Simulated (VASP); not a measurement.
Given:

```yaml
crystal:
  lattice:
    - [3.99312, 0.00000, 0.00000]
    - [0.00000, 3.99312, 0.00000]
    - [0.00000, 0.00000, 3.99312]
  atoms:
    - { symbol: Sc, position: [0.00000, 0.00000, 0.00000] }
    - { symbol: Al, position: [0.00000, 0.50000, 0.50000] }
    - { symbol: Al, position: [0.50000, 0.00000, 0.50000] }
    - { symbol: Al, position: [0.50000, 0.50000, 0.00000] }
```

Computed with revTPSS meta-GGA, VASP's PBE PAW potentials (set 64) (plane waves; VASP). Run with 520 eV cut-off, 8×8×8 Γ-centred mesh, first-order Methfessel-Paxton smearing of 0.10 eV, potentials Sc_sv Al.

### Question
Give the stress tensor in GPa (positive for a compressed cell).

### Answer

```
6.60  0.00  0.00
0.00  6.60  0.00
0.00  0.00  6.60
```
The pressure is its mean diagonal, 6.60 GPa.

The compound is Al3Sc in the L1_2 structure. This cell is one point of a volume scan, at 0.94 of the reference volume.
